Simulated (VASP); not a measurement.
Output of a VASP run:

### OSZICAR
```
       N       E                     dE             d eps       ncg     rms          rms(c)
DAV:   1     0.102217372167E+03    0.10222E+03   -0.11048E+04  2696   0.261E+03
DAV:   2    -0.277532049511E+00   -0.10249E+03   -0.10018E+03  2653   0.345E+02
DAV:   3    -0.499849601966E+01   -0.47210E+01   -0.46959E+01  2919   0.800E+01
DAV:   4    -0.507215780359E+01   -0.73662E-01   -0.73650E-01  3426   0.930E+00
DAV:   5    -0.507390676189E+01   -0.17490E-02   -0.17489E-02  3102   0.123E+00    0.844E+00
DAV:   6    -0.623987732695E+01   -0.11660E+01   -0.19740E+01  2879   0.580E+01    0.114E+01
DAV:   7    -0.430088130927E+01    0.19390E+01   -0.86162E+00  2618   0.428E+01    0.148E+00
DAV:   8    -0.429120037154E+01    0.96809E-02   -0.21585E-01  3057   0.485E+00    0.634E-01
DAV:   9    -0.428573014931E+01    0.54702E-02   -0.18105E-02  3425   0.214E+00    0.116E-01
DAV:  10    -0.428553839351E+01    0.19176E-03   -0.61946E-04  3321   0.358E-01    0.554E-02
DAV:  11    -0.428553949995E+01   -0.11064E-05   -0.57724E-05  3528   0.125E-01    0.130E-02
DAV:  12    -0.428553877666E+01    0.72329E-06   -0.41836E-06  3429   0.329E-02    0.366E-03
DAV:  13    -0.428553866823E+01    0.10843E-06   -0.40014E-07  3116   0.896E-03    0.184E-03
DAV:  14    -0.428553861181E+01    0.56420E-07   -0.13769E-07  1842   0.669E-03
   1 F= -.42855386E+01 E0= -.42857768E+01  d E =0.714553E-03
```

OUTCAR:
```
------------------------ aborting loop because EDIFF is reached ----------------------------------------
  FORCE on cell =-STRESS in cart. coord.  units (eV):
  Direction    XX          YY          ZZ          XY          YZ          ZX
  --------------------------------------------------------------------------------------
  Total       -1.4174662     -1.4174662     -1.4174662      0.0000000     -0.0000000      0.0000000
  in kB      -90.2789168    -90.2789168    -90.2789168      0.0000000     -0.0000000      0.0000000
  external PRESSURE =     -90.2789168 kB  Pullay stress =       0.0000000 kB
  volume of cell :       25.16
      direct lattice vectors                 reciprocal lattice vectors
     2.930076697  0.000000000  0.000000000     0.341287995  0.000000000  0.000000000
     0.000000000  2.930076697  0.000000000     0.000000000  0.341287995  0.000000000
     0.000000000  0.000000000  2.930076697     0.000000000  0.000000000  0.341287995
 POSITION                                       TOTAL-FORCE (eV/Angst)
 -----------------------------------------------------------------------------------
      1.46504      1.46504      1.46504         0.000000      0.000000      0.000000
      0.00000      0.00000      0.00000         0.000000      0.000000      0.000000
 -----------------------------------------------------------------------------------
    total drift:                                0.000000      0.000000     -0.000000
  FREE ENERGIE OF THE ION-ELECTRON SYSTEM (eV)
  ---------------------------------------------------
  free  energy   TOTEN  =        -4.2855386118 eV

  energy  without entropy=       -4.2862531644  energy(sigma->0) =       -4.28577680
```
(Selected blocks of OUTCAR.)

File POSCAR:
```
CoGa
1
    2.9300766969     0.0000000000     0.0000000000
    0.0000000000     2.9300766969     0.0000000000
    0.0000000000     0.0000000000     2.9300766969
Ga Co
1 1
Direct
  0.5000000000   0.5000000000   0.5000000000
  0.0000000000   0.0000000000   0.0000000000
```

### Question
Reconstruct the remaining input files.

### Answer
One answer among several that fit: the input of the run itself, optB88-vdW, plane waves, VASP's PBE PAW potentials (set 64).

**INCAR**
```
! general
SYSTEM    =  CoGa
PREC      =  Accurate
ENCUT     =  520
LREAL     =  .FALSE.
LASPH     =  .TRUE.

! electronic loop
EDIFF     =  1E-7
NELM      =  100
ALGO      =  Normal
LMAXMIX   =  4

! smearing
ISMEAR    =  1
SIGMA     =  0.1

! functional
GGA       =  BO
LUSE_VDW  =  .TRUE.
AGGAC     =  0.0
PARAM1    =  0.1833333333
PARAM2    =  0.22

! ions
ISIF      =  2

! output
LWAVE     =  .FALSE.
LCHARG    =  .FALSE.
```

### KPOINTS
```
Automatic mesh
0
Gamma
13 13 13
0 0 0
```

POTCAR, in this order: Ga_d Co (PBE.64 set). Program: vasp_std.

The compound is CoGa in the CsCl type structure. This cell is one point of a volume scan, at 1.06 of the reference volume. The run is not spin-polarised, so no magnetic state was tried.
